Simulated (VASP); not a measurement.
An input for Quantum ESPRESSO's pw.x (written as the equivalent of a VASP run, and not itself run):

```
&CONTROL
  calculation = 'scf'
  pseudo_dir = './pseudo'
  outdir = './out'
  tprnfor = .true.
  tstress = .true.
/
&SYSTEM
  ibrav = 0
  nat = 6
  ntyp = 2
  ecutwfc = 90
  occupations = 'smearing'
  smearing = 'gaussian'
  degauss = 0.000735
  input_dft = 'pbe'
/
&ELECTRONS
  conv_thr = 7.3e-08
  electron_maxstep = 100
/
ATOMIC_SPECIES
  Fe 55.845 Fe.upf
  S 32.060 S.upf
CELL_PARAMETERS angstrom
     4.5057240    0.0000000    0.0000000
     0.0000000    5.4942070    0.0000000
     0.0000000    0.0000000    3.4388360
ATOMIC_POSITIONS crystal
  Fe   0.5000000  0.5000000  0.5000000
  Fe   0.0000000  0.0000000  0.0000000
  S    0.2995900  0.8781800  0.5000000
  S    0.7004100  0.1218200  0.5000000
  S    0.7995900  0.6218200  0.0000000
  S    0.2004100  0.3781800  0.0000000
K_POINTS automatic
  4 3 5 0 0 0
```

Task: Write the VASP files for the same calculation (PBE).

Result: This is not unique; one that fits is 
KPOINTS:
```
Automatic mesh
0
Gamma
4 3 5
0 0 0
```

**INCAR**
```
LMAXMIX  =  4
LREAL  =  .False.   ! projection in real space or not
LWAVE  =  .False.
LASPH  =  .True.
NELM  =  100
LCHARG  =  .False.
ISIF  =  2
SYSTEM  =  FeS2
ALGO  =  Normal
PREC  =  Accurate
EDIFF  =  1E-6   ! SCF stop (eV)
GGA  =  PE   ! PBE
ENCUT  =  300   ! plane-wave cut-off (eV)
ISMEAR  =  0   ! Gaussian
SIGMA  =  0.01   ! width (eV)
```

POSCAR:
```
FeS2
1.0
  4.5057240000   0.0000000000   0.0000000000
  0.0000000000   5.4942070000   0.0000000000
  0.0000000000   0.0000000000   3.4388360000
Fe S
2 4
Cart
  2.2528620000   2.7471035000   1.7194180000
  0.0000000000   0.0000000000   0.0000000000
  1.3498698532   4.8249027033   1.7194180000
  3.1558541468   0.6693042967   1.7194180000
  3.6027318532   3.4164077967   0.0000000000
  0.9029921468   2.0777992033   0.0000000000
```

POTCAR, in this order: Fe S (PBE.64 set). Program: vasp_std.

Limits of the translation: the potentials are each code's own (VASP's PAW set, PseudoDojo norm-conserving files in pw.x), so ENCUT and ecutwfc are chosen apart and not converted; conv_thr bounds pw.x's estimated SCF error, while EDIFF bounds the energy change between steps.

The structure comes from a computed database's FeS2 entry; how it stands against other phases isn't given here. The cell was not relaxed at this level.
